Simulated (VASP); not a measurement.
Consider the following.

```yaml
crystal:
  lattice:
    - [0.00000, 2.61138, 2.61138]
    - [2.61138, 0.00000, 2.61138]
    - [2.61138, 2.61138, 0.00000]
  atoms:
    - { symbol: Mg, position: [0.00000, 0.00000, 0.00000] }
    - { symbol: S, position: [0.50000, 0.50000, 0.50000] }
```

The numbers are results of PBE GGA, VASP's PBE PAW potentials (set 64) (plane waves; VASP), not measurements. Settings: 520 eV cut-off, 10×10×10 Γ-centred mesh, tetrahedra with Blöchl corrections, potentials Mg S.

Question: Tabulate the total density of states (states/eV per cell) against energy (eV; zero at the valence-band maximum or, without a gap, the Fermi level).

Answer: 
```
E (eV) | DOS (states/eV)
    -9.98 |  0.00
    -9.74 |  0.00
    -9.38 |  0.00
    -9.14 |  0.00
    -8.90 |  0.00
    -8.66 |  0.00
    -8.30 |  0.00
    -8.06 |  0.00
    -7.82 |  0.00
    -7.46 |  0.00
    -7.22 |  0.00
    -6.98 |  0.00
    -6.74 |  0.00
    -6.38 |  0.00
    -6.14 |  0.00
    -5.90 |  0.00
    -5.54 |  0.00
    -5.30 |  0.00
    -5.06 |  0.00
    -4.82 |  0.00
    -4.46 | ###### 0.46
    -4.22 | ########## 0.72
    -3.98 | ###################### 1.55
    -3.62 | ##################### 1.51
    -3.38 | ######## 0.57
    -3.14 | ####### 0.52
    -2.90 | ############# 0.91
    -2.54 | ############## 1.02
    -2.30 | ############## 0.98
    -2.06 | ################ 1.17
    -1.70 | ########################## 1.84
    -1.46 | ########################### 1.96
    -1.22 | ############################# 2.03
    -0.86 | ############################## 2.14
    -0.62 | ############################ 2.00
    -0.38 | ################ 1.11
    -0.14 | ####### 0.49
     0.22 |  0.00
     0.46 |  0.00
     0.70 |  0.00
     1.06 |  0.00
     1.30 |  0.00
     1.54 |  0.00
     1.78 |  0.00
     2.14 |  0.00
     2.38 |  0.00
     2.62 |  0.00
     2.98 | # 0.04
     3.22 | ## 0.12
     3.46 | ### 0.18
     3.70 | #### 0.25
     4.06 | ##### 0.37
     4.30 | ####### 0.47
     4.54 | ######### 0.61
     4.90 | ################### 1.33
     5.14 | ############################## 2.12
     5.38 | ######################## 1.73
     5.62 | ############### 1.08
     5.98 | ######## 0.54
     6.22 | ############# 0.91
```
Within 2 eV below the valence-band maximum the largest weight inside VASP's projection spheres is S p.

The compound is MgS in the rock salt structure. It was relaxed first.
